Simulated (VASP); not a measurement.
An input for Quantum ESPRESSO's pw.x (written as the equivalent of a VASP run, and not itself run):

```
&CONTROL
  calculation = 'scf'
  pseudo_dir = './pseudo'
  outdir = './out'
  tprnfor = .true.
  tstress = .true.
/
&SYSTEM
  ibrav = 0
  nat = 2
  ntyp = 2
  ecutwfc = 82.3
  occupations = 'smearing'
  smearing = 'gaussian'
  degauss = 0.003675
  input_dft = 'pbe'
/
&ELECTRONS
  conv_thr = 7.3e-08
  electron_maxstep = 100
/
ATOMIC_SPECIES
  Hg 200.592 Hg.upf
  Te 127.600 Te.upf
CELL_PARAMETERS angstrom
     0.0000000    3.2946000    3.2946000
     3.2946000    0.0000000    3.2946000
     3.2946000    3.2946000    0.0000000
ATOMIC_POSITIONS crystal
  Hg   0.0000000  0.0000000  0.0000000
  Te   0.2500000  0.2500000  0.2500000
K_POINTS automatic
  5 5 5 0 0 0
```

Task: Translate this input to VASP (INCAR, KPOINTS, POSCAR, choice of POTCAR).

Result: This is not unique; one that fits is 
**INCAR**
```
SYSTEM = HgTe
PREC = Accurate
ENCUT = 400
EDIFF = 1E-6
NELM = 100
ALGO = Normal
LREAL = .FALSE.
LASPH = .TRUE.
ISMEAR = 0
SIGMA = 0.05
GGA = PE
LMAXMIX = 6
LWAVE = .FALSE.
LCHARG = .FALSE.
ISIF = 2
```

### KPOINTS
```
Regular mesh
0
gamma
5 5 5
0 0 0
```

File POSCAR:
```
HgTe
1
    0.0000000000     3.2946000000     3.2946000000
    3.2946000000     0.0000000000     3.2946000000
    3.2946000000     3.2946000000     0.0000000000
Hg Te
1 1
Direct
  0.0000000000   0.0000000000   0.0000000000
  0.2500000000   0.2500000000   0.2500000000
```

POTCAR, in this order: Hg Te (PBE.64 set). Program: vasp_std.

What does not carry over: the potentials are each code's own (VASP's PAW set, PseudoDojo norm-conserving files in pw.x), so ENCUT and ecutwfc are chosen apart and not converted; conv_thr bounds pw.x's estimated SCF error, while EDIFF bounds the energy change between steps.

The compound is HgTe in the zinc blende structure. The cell was not relaxed at this level. The k-mesh is coarse (spacing up to 0.33 per Å, 2π included), so the numbers may not be converged in it.
